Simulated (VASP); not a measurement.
Ca: energy against strain

Ca (fcc, Fm-3m, 40.627 Å³/atom and stress up to 0.02 GPa in the relaxed cell, cube axes along x, y and z) under an equal strain ε along x and y, with z held. PBEsol in VASP (plane waves, PAW), 480 eV, 14×14×14 Γ-centred mesh, Methfessel-Paxton smearing 0.10 eV. Against the start cell, which lies near the measured one, the relaxed cell differs by -6.5 % in volume; the values below rest on it.

Here s stands for strain and y for E less E0.

| strain (%) | E less E0 (meV/atom) |
|---|---|
| -1.50 | 2.41 |
| -1.00 | 1.09 |
| -0.50 | 0.29 |
| 0.00 | 0.00 |
| 0.50 | 0.19 |
| 1.00 | 0.86 |
| 1.50 | 1.98 |
| 3.00 | ? |

### Question
Using a parabola, estimate the missing y at s = 3.00 from the other rows, showing the fit.

### Answer
Least squares gives y = -0.002 - 0.1321·s + 0.9767·s². Residuals (row less fit): 0.016, -0.017, -0.018, 0.002, 0.014, 0.017, -0.017; standard error 0.021 (degrees of freedom: 4). Twice the quadratic coefficient over the volume, 2 × 0.9767 meV × 10⁴ × 0.1602 / 40.627 Å³, is the elastic constants 2(C11 + C12) = about 77 GPa. At the withheld row, y = -0.002 - 0.1321 × 3.0 + 0.9767 × 3.0² = 8.392 meV/atom. The calculation gives 7.97 meV/atom, 0.422 meV/atom below the prediction (5.3 % of the range of y in the table). The row lies outside the fitted rows, so this is an extrapolation. From the scatter of the fitted rows alone, a prediction at this place has a standard error of 0.078 meV/atom, so the miss is 5.4 times that.

A polynomial of degree 3 through the 12 other runs of the series gives 7.94 there, so most of the miss is curvature that the fit leaves out. In a metal these values are sensitive to mesh and smearing; energies are taken to zero smearing, stresses follow the free energy. Rows are the converged runs of the series near zero and its far end, less any whose ions stayed unrelaxed beside relaxed ones; series whose fitted rows scatter by over a few per cent of the range, as at a crossing or softening among them, aren't shown in this form. Most that stay on the fit to the last digits aren't either.
